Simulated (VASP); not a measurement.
Input for VASP

**POSCAR**
```
FeO
1
    4.4166000000     2.2083000000     2.2083000000
    2.2083000000     4.4166000000     2.2083000000
    2.2083000000     2.2083000000     4.4166000000
Fe O
2 2
Direct
  0.0000000000   0.0000000000   0.0000000000
  0.5000000000   0.5000000000   0.5000000000
  0.2500000000   0.2500000000   0.2500000000
  0.7500000000   0.7500000000   0.7500000000
```

INCAR:
```
SYSTEM = FeO
PREC = Accurate
ENCUT = 520
EDIFF = 1E-6
NELM = 100
ALGO = Normal
LREAL = .FALSE.
LASPH = .TRUE.
ISMEAR = 0
SIGMA = 0.8
GGA = PE
LMAXMIX = 4
ISPIN = 2
MAGMOM = 4.0 -4.0 0.0 0.0
LORBIT = 10
LWAVE = .FALSE.
LCHARG = .FALSE.
ISIF = 2
```

File KPOINTS:
```
Automatic mesh
0
Gamma
6 6 6
0 0 0
```

POTCAR, in this order: Fe O (PBE.64 set). Program: vasp_std.

Output

standard output:
```
 POSCAR found type information on POSCAR FeO
 POSCAR found :  2 types and       4 ions
 Reading from existing POTCAR
 Reading from existing POTCAR
 LDA part: xc-table for (Slater+PW92), standard interpolation
 POSCAR, INCAR and KPOINTS ok, starting setup
 WAVECAR not read
 entering main loop
       N       E                     dE             d eps       ncg     rms          rms(c)
DAV:   1     0.257287243855E+03    0.25729E+03   -0.13920E+04  2328   0.185E+03
DAV:   2     0.964579319902E+01   -0.24764E+03   -0.23946E+03  2320   0.400E+02
DAV:   3    -0.339678037336E+02   -0.43614E+02   -0.41832E+02  3696   0.170E+02
DAV:   4    -0.360708501973E+02   -0.21030E+01   -0.19787E+01  3162   0.343E+01
DAV:   5    -0.361307303835E+02   -0.59880E-01   -0.56273E-01  3278   0.482E+00    0.205E+01
DAV:   6    -0.325121428909E+02    0.36186E+01   -0.83808E+01  3636   0.113E+02    0.274E+01
DAV:   7    -0.302342007562E+02    0.22779E+01   -0.16262E+01  4000   0.871E+01    0.112E+01
DAV:   8    -0.303726659099E+02   -0.13847E+00   -0.17205E+00  2474   0.120E+01    0.701E+00
DAV:   9    -0.303303289756E+02    0.42337E-01   -0.42790E-01  3998   0.124E+01    0.197E+00
DAV:  10    -0.303318937986E+02   -0.15648E-02   -0.11340E-01  3216   0.766E+00    0.593E-01
DAV:  11    -0.303294944802E+02    0.23993E-02   -0.45005E-02  3616   0.276E+00    0.104E-01
DAV:  12    -0.303297018017E+02   -0.20732E-03   -0.19370E-03  2354   0.423E-01    0.828E-02
DAV:  13    -0.303297252442E+02   -0.23443E-04   -0.40524E-04  3034   0.334E-01    0.569E-02
DAV:  14    -0.303297110045E+02    0.14240E-04   -0.74990E-05  3802   0.101E-01    0.346E-02
DAV:  15    -0.303297074457E+02    0.35589E-05   -0.29155E-05  3074   0.634E-02    0.206E-02
DAV:  16    -0.303297079108E+02   -0.46516E-06   -0.11602E-05  2212   0.523E-02    0.537E-03
DAV:  17    -0.303297090930E+02   -0.11822E-05   -0.96387E-06  1208   0.129E-02    0.348E-03
DAV:  18    -0.303297094074E+02   -0.31439E-06   -0.31234E-06  1186   0.859E-03
   1 F= -.30329709E+02 E0= -.29775366E+02  d E =-.110869E+01  mag=     0.0000
```

**OUTCAR**
```
------------------------ aborting loop because EDIFF is reached ----------------------------------------
  FORCE on cell =-STRESS in cart. coord.  units (eV):
  Direction    XX          YY          ZZ          XY          YZ          ZX
  --------------------------------------------------------------------------------------
  Total       -2.7693783     -2.7693783     -2.7693783      0.2961547      0.2961547      0.2961547
  in kB     -103.0050822   -103.0050822   -103.0050822     11.0152676     11.0152676     11.0152676
  external PRESSURE =    -103.0050822 kB  Pullay stress =       0.0000000 kB
  volume of cell :       43.08
      direct lattice vectors                 reciprocal lattice vectors
     4.416600000  2.208300000  2.208300000     0.339627768 -0.113209256 -0.113209256
     2.208300000  4.416600000  2.208300000    -0.113209256  0.339627768 -0.113209256
     2.208300000  2.208300000  4.416600000    -0.113209256 -0.113209256  0.339627768
 POSITION                                       TOTAL-FORCE (eV/Angst)
 -----------------------------------------------------------------------------------
      0.00000      0.00000      0.00000        -0.000000     -0.000000      0.000000
      4.41660      4.41660      4.41660         0.000000      0.000000     -0.000000
      2.20830      2.20830      2.20830        -0.000000     -0.000000      0.000000
      6.62490      6.62490      6.62490         0.000000      0.000000     -0.000000
 -----------------------------------------------------------------------------------
    total drift:                                0.000000     -0.000000     -0.000000
  FREE ENERGIE OF THE ION-ELECTRON SYSTEM (eV)
  ---------------------------------------------------
  free  energy   TOTEN  =       -30.3297094074 eV

  energy  without entropy=      -29.2210219157  energy(sigma->0) =      -29.77536566

 total charge

# of ion       s       p       d       tot
------------------------------------------
    1        0.266   0.308   6.080   6.653
    2        0.266   0.308   6.080   6.653
    3        1.562   3.387   0.000   4.949
    4        1.562   3.387   0.000   4.949
--------------------------------------------------
tot          3.655   7.390  12.159  23.205

 magnetization (x)

# of ion       s       p       d       tot
------------------------------------------
    1        0.008   0.005   3.430   3.443
    2       -0.008  -0.005  -3.430  -3.443
    3        0.000   0.000   0.000   0.000
    4        0.000   0.000   0.000   0.000
--------------------------------------------------
tot          0.000   0.000   0.000   0.000
```
(Selected blocks of OUTCAR.)

### Question
The run ends quietly. Is anything wrong with it?

### Answer
The cause: SIGMA is far too large. The run ends without an error. Against the sound run, the energy per atom (σ→0) drops by 0.026 eV/atom; the pressure rises by 2.15 GPa. To mend it, set SIGMA = 0.05.

The mended run (PBE GGA, plane waves, VASP's PBE PAW potentials (set 64)) converges, and its OSZICAR ends with
```
   1 F= -.29673267E+02 E0= -.29671021E+02  d E =-.449267E-02  mag=    -0.0000
```

The compound is FeO in the rock salt, AFM-II order structure. The cell was not relaxed at this level.
